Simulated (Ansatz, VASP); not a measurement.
# Ni: VASP beside Ansatz, part 2 of 2

Wanted: the spread between two codes on one cell, functional and k mesh. The structure shown is frame 250 of Ansatz's trajectory.

VASP 6.6.1 and Ansatz 0.2.0.

So far: Set-up; Ansatz: dynamics, LDA.

### 3. VASP: single point, LDA

Level of this step: LDA, no spin polarisation; plane waves and PAW (Ni) (VASP).

The same cell, functional (in two slightly different forms), mesh and smearing now go to VASP, with its own data sets.

Lines of VASP's logs that name or quote its potential files are left out, and so is its time.

Input file INCAR:

```
SYSTEM = Ni
PREC = Accurate
ENCUT = 520
EDIFF = 1E-06
NELM = 120
ISMEAR = -1
SIGMA = 0.153
LREAL = Auto
ALGO = Normal
GGA = PW92
NBANDS = 280
LASPH = .TRUE.
LORBIT = 11
LWAVE = .FALSE.
LCHARG = .FALSE.
ISIF = 2
GGA_COMPAT = .FALSE.
NCORE = 2
```

Input file POSCAR:

```
Ni
1.0
    8.1773390000      0.0000000000      0.0000000000
    0.0000000000      8.1773390000      0.0000000000
    0.0000000000      0.0000000000      8.1773390000
Ni
48
Direct
    0.3685917876      0.2141527947      0.5255377085
    0.0105780132      0.3719791976      0.9376032961
    0.7540961675      0.1861363458      0.5296833114
    0.0625509105      0.6961188719      0.5722032559
    0.9625258290      0.1591348971      0.7533379746
    0.1070274817      0.1040313970      0.9663901668
    0.4393849882      0.6823491114      0.0810654909
    0.2280081577      0.2842367181      0.7589877343
    0.9145517876      0.9184650410      0.5543979527
    0.5484302412      0.1758029109      0.7920302680
    0.7867473759      0.9050866058      0.7996733412
    0.3804538371      0.4267036013      0.9857899984
    0.8520987084      0.1434574255      0.9986548191
    0.6332622385      0.0665130796      0.1031386861
    0.1277921828      0.0301395112      0.2391120143
    0.5464124699      0.9698509503      0.5555719287
    0.1204181458      0.4843384871      0.4066970930
    0.0335316904      0.1630970662      0.4571046889
    0.2097748424      0.9770904692      0.5100314418
    0.8597906972      0.6116170554      0.8246081030
    0.5727290993      0.3870207656      0.5641443995
    0.3951285375      0.3973542004      0.3148823841
    0.4987808381      0.6681635676      0.4273639628
    0.4112217923      0.9768581197      0.2825368986
    0.1707645971      0.5825611486      0.1499020647
    0.8612581672      0.5498365666      0.1109040484
    0.9608919234      0.7325610446      0.3220607584
    0.6211556106      0.4564565563      0.1892914064
    0.3499793759      0.1590126079      0.0858836842
    0.6948592935      0.7298584540      0.6133780194
    0.6729573031      0.7523474323      0.1918961657
    0.4814157760      0.8845297963      0.8890178088
    0.0671612122      0.8962940145      0.8287170191
    0.3443296163      0.7640138192      0.6836453766
    0.0872166361      0.2903022609      0.2042351430
    0.9487805263      0.8151551501      0.0878280820
    0.2575165344      0.8717628069      0.0635659106
    0.7452546605      0.3403185315      0.7948306900
    0.1935959852      0.5651716286      0.8407502734
    0.7920302680      0.5298300584      0.4298586618
    0.9948346277      0.4135575155      0.6315135034
    0.3254970841      0.4891199937      0.5880030166
    0.8488947321      0.0087314467      0.2786481030
    0.2904856947      0.0204100625      0.7471868294
    0.5619921101      0.6179027187      0.8604266009
    0.8153874995      0.3037051540      0.2534198472
    0.5786723530      0.1891202016      0.3528531714
    0.2302705073      0.7578382161      0.3633578111
```

Input file KPOINTS:

```
Automatic mesh
0
Gamma
1 1 1
0 0 0
```

The projector-augmented-wave data sets are Ni (LDA family, release 64).

Run with:

```bash
mpirun -np 8 vasp_gam
```

Numbers of over 12 decimals in the logs are rounded to 6 here.

Output:

```text
[banner, memory and clock lines left out]
running    8 mpi-ranks, on    1 nodes
[...]
|                                                                             |
|               ----> ADVICE to this user running VASP <----                  |
|                                                                             |
|     You enforced a specific xc type in the INCAR file but a different       |
|     [... a line on the potential file left out ...]
|     I HOPE YOU KNOW WHAT YOU ARE DOING!                                     |
|                                                                             |

 LDA part: xc-table for (Slater(with rela. corr.)+PW92), standard interpolation
 POSCAR, INCAR and KPOINTS ok, starting setup
[...]
entering main loop
       N       E                     dE             d eps       ncg     rms          rms(c)
DAV:   1     0.517145349005E+04    0.51715E+04   -0.22801E+05   560   0.286E+03
DAV:   2     0.391759785130E+03   -0.47797E+04   -0.46470E+04   560   0.607E+02
DAV:   3    -0.284835081340E+03   -0.67659E+03   -0.60315E+03   560   0.244E+02
DAV:   4    -0.342598012217E+03   -0.57763E+02   -0.50990E+02   608   0.741E+01
[...]
DAV:  40    -0.297116937457E+03    0.48445E-05   -0.22071E-05   624   0.440E-02    0.505E-02
DAV:  41    -0.297116927807E+03    0.96494E-05   -0.20510E-05   648   0.460E-02    0.208E-02
DAV:  42    -0.297116927169E+03    0.63849E-06   -0.91470E-06   584   0.239E-02
   1 F= -.29711693E+03 E0= -.29286517E+03  d E =-.850351E+01
```

From OUTCAR (step 3):

```text
  Total       -8.1718709    -12.6334273    -13.6192717     -1.6311716     -1.7928782     -3.1200488
  in kB      -23.9439653    -37.0165349    -39.9051052     -4.7794092     -5.2532174     -9.1418894
  external PRESSURE =     -33.6218685 kB  Pullay stress =       0.0000000 kB

 POSITION                                       TOTAL-FORCE (eV/Angst)
 -----------------------------------------------------------------------------------
      3.01410      1.75120      4.29750        -1.351532     -1.495028      0.160930
      0.08650      3.04180      7.66710        -0.082064      1.135140      0.035055
      6.16650      1.52210      4.33140         2.575718     -0.650224      2.150414
      0.51150      5.69240      4.67910         0.134810     -0.771022      2.752420
      7.87090      1.30130      6.16030        -0.606096     -0.815253     -2.876332
      0.87520      0.85070      7.90250         2.479392      1.049873      1.836286
      3.59300      5.57980      0.66290        -0.719114     -0.644637      1.833984
      1.86450      2.32430      6.20650         0.023927      0.843104      0.765983
      7.47860      7.51060      4.53350        -0.447404      0.924374     -0.260831
      4.48470      1.43760      6.47670        -1.662125     -1.131838      0.294991
      6.43350      7.40120      6.53920        -0.785488      0.714020      1.377174
      3.11110      3.48930      8.06114         0.228549     -1.056245      0.335074
      6.96790      1.17310      8.16634        -0.660808      0.236213      0.626523
      5.17840      0.54390      0.84340        -1.977924     -0.907552     -0.237910
[...]
-----------------------------------------------------------------------------------
    total drift:                               -0.004071      0.000148     -0.004538

  FREE ENERGIE OF THE ION-ELECTRON SYSTEM (eV)
  ---------------------------------------------------
  free  energy   TOTEN  =      -297.1169271688 eV

  energy  without entropy=     -288.6134175326  energy(sigma->0) =     -292.86517235

[... 3 further parts left out ...]
[key lines of the parts left out:]
E-fermi :   8.3509
```

This run has no spin polarisation, so a moment on Ni, if there is one, isn't seen.

### 4. Differences

Known differences besides the potentials themselves: the data sets hold 864 valence electrons in Ansatz (on its default PAW (the set named soft_2) files) and 480 in VASP; the cutoff is 420 eV in Ansatz and 520 eV in VASP (PREC = Accurate, projectors in real space); VASP's log shows a relativistic correction to its local exchange, Ansatz's none. Total energies have different zeros and are not compared.

Forces on 7 of the 48 atoms, those with the largest forces and the largest differences (eV/Å; atoms numbered as in POSCAR):

```
atom          Ansatz x, y, z            VASP x, y, z
 Ni3    2.608, -0.655, 2.178    2.576, -0.650, 2.150
 Ni4    0.136, -0.789, 2.780    0.135, -0.771, 2.752
 Ni5  -0.611, -0.835, -2.898  -0.606, -0.815, -2.876
 Ni6     2.506, 1.074, 1.846     2.479, 1.050, 1.836
Ni33  -0.820, -3.511, -1.481  -0.807, -3.466, -1.460
Ni36    0.321, 1.518, -3.529    0.318, 1.493, -3.471
Ni47  -1.105, -0.258, -2.607  -1.083, -0.263, -2.579
```

The forces differ by 16 meV/Å r.m.s., which is 1.4 % of the r.m.s. force of 1.141 eV/Å (both taken over all components). VASP's last cycles still show a density residual of 2e-03, so its state may not be settled.

### 5. Results

```
r.m.s. force difference (single point, LDA) : 1.4 % of the r.m.s. force
```

The r.m.s. force difference is 1.4 % of the r.m.s. force (single point, LDA), within the 3 % picked in this series as the mark of a large difference. The data sets hold unlike numbers of valence electrons (864 in Ansatz and 480 in VASP), so part of the differences comes from the potentials. 2 further runs of this series are not shown here. How closely two codes agree says nothing of how well the functional describes the real material.

[Lines on the potential files, build, host, timing and source positions are cut from VASP's logs without a mark.]

[Logs are printed without paths, hosts, clocks, repeated set-up lines and the standing remarks that a program may print on its own settings, such as how far it seeks lower states.]

[Hosts, paths, dates, database ids (printed as entryN), source tags and the programs' standing remarks are cut or masked in the printed files.]
